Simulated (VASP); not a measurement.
VASP input:

INCAR:
```
EDIFF = 1E-6   ! SCF stop (eV)
LCHARG = F
LWAVE = F
LMAXMIX = 4   ! l cut-off of mixed one-centre charges
LREAL = F   ! projection in real space or not
ALGO = Normal   ! blocked Davidson
SIGMA = 0.05
ENCUT = 400   ! plane-wave cut-off (eV)
LASPH = T   ! aspherical one-centre terms
NELM = 100
EDIFFG = -0.02   ! ionic stop
NSW = 60   ! most ionic steps
ISMEAR = 0
IBRION = 2   ! conjugate gradients
SYSTEM = MoSeS
ISIF = 3   ! ions, shape and volume
GGA = PE
PREC = Accurate
```

**POSCAR**
```
MoSeS
1
   14.5269194923     0.0000000000     0.0000000000
    0.0000000000     1.6269873007     2.8148894498
    0.0000000000    -1.6269873007     2.8148894498
Mo Se S
2 2 2
Direct
  0.0000000000   0.5558466890   0.5558466890
  0.5000000000   0.3330196354   0.3330196354
  0.6164689668   0.6661043414   0.6661043414
  0.3835310332   0.6661043414   0.6661043414
  0.1061265999   0.2227524964   0.2227524964
  0.8938734001   0.2227524964   0.2227524964
```

**KPOINTS**
```
Automatic mesh
0
Gamma
2 7 7
0 0 0
```

POTCAR, in this order: Mo_sv Se S (PBE.64 set). Program: vasp_std.

Translate this PBE calculation to Quantum ESPRESSO's pw.x.

One equivalent input (not run):
```
&CONTROL
  calculation = 'vc-relax'
  pseudo_dir = './pseudo'
  outdir = './out'
  tprnfor = .true.
  tstress = .true.
  nstep = 60
  forc_conv_thr = 0.00078
/
&SYSTEM
  ibrav = 0
  nat = 6
  ntyp = 3
  ecutwfc = 86
  occupations = 'smearing'
  smearing = 'gaussian'
  degauss = 0.003675
  input_dft = 'pbe'
/
&ELECTRONS
  conv_thr = 7.3e-08
  electron_maxstep = 100
/
&IONS
/
&CELL
/
ATOMIC_SPECIES
  Mo 95.950 Mo.upf
  Se 78.971 Se.upf
  S 32.060 S.upf
CELL_PARAMETERS angstrom
    14.5269195    0.0000000    0.0000000
     0.0000000    1.6269873    2.8148894
     0.0000000   -1.6269873    2.8148894
ATOMIC_POSITIONS crystal
  Mo   0.0000000  0.5558467  0.5558467
  Mo   0.5000000  0.3330196  0.3330196
  Se   0.6164690  0.6661043  0.6661043
  Se   0.3835310  0.6661043  0.6661043
  S    0.1061266  0.2227525  0.2227525
  S    0.8938734  0.2227525  0.2227525
K_POINTS automatic
  2 7 7 0 0 0
```
The two are equivalent in intent, not identical: the potentials are each code's own (VASP's PAW set, PseudoDojo norm-conserving files in pw.x), so ENCUT and ecutwfc are chosen apart and not converted; conv_thr bounds pw.x's estimated SCF error, while EDIFF bounds the energy change between steps; forc_conv_thr acts on force components and is met together with etot_conv_thr.

The structure comes from a computed database's MoSeS entry (Amm2); how it stands against other phases isn't given here. This run relaxes it. Symmetry was kept, so distortions that lower it aren't found. The start is the result of an earlier pass.
